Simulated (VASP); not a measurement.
Given:

```
CdMg
1.0
    3.14514     0.00000     0.00000
   -1.57257     2.72377     0.00000
    0.00000     0.00000    14.76671
Mg Cd
3 3
Direct
  0.00000   0.00000   0.99909
  0.66667   0.33333   0.50375
  0.00000   0.00000   0.32986
  0.66667   0.33333   0.83507
  0.00000   0.00000   0.66773
  0.66667   0.33333   0.16449
```

All values below come from PBEsol GGA, VASP's PBE PAW potentials (set 64) (plane waves; VASP 6.6.1). Run with 400 eV cut-off, Gaussian smearing of 0.050 eV, potentials Mg Cd.

**Question.** Estimate the band gap (along the path) with the smallest direct gap where there is one.

**Answer.** 
The band gap (along the path) is none (metal, semimetal or under 0.01 eV).

Only differences to runs with the same potentials and settings are physical.

The structure comes from a computed database's MgCd entry (P3m1); how it stands against other phases isn't given here. It was relaxed first, which changed the volume by -6 %.
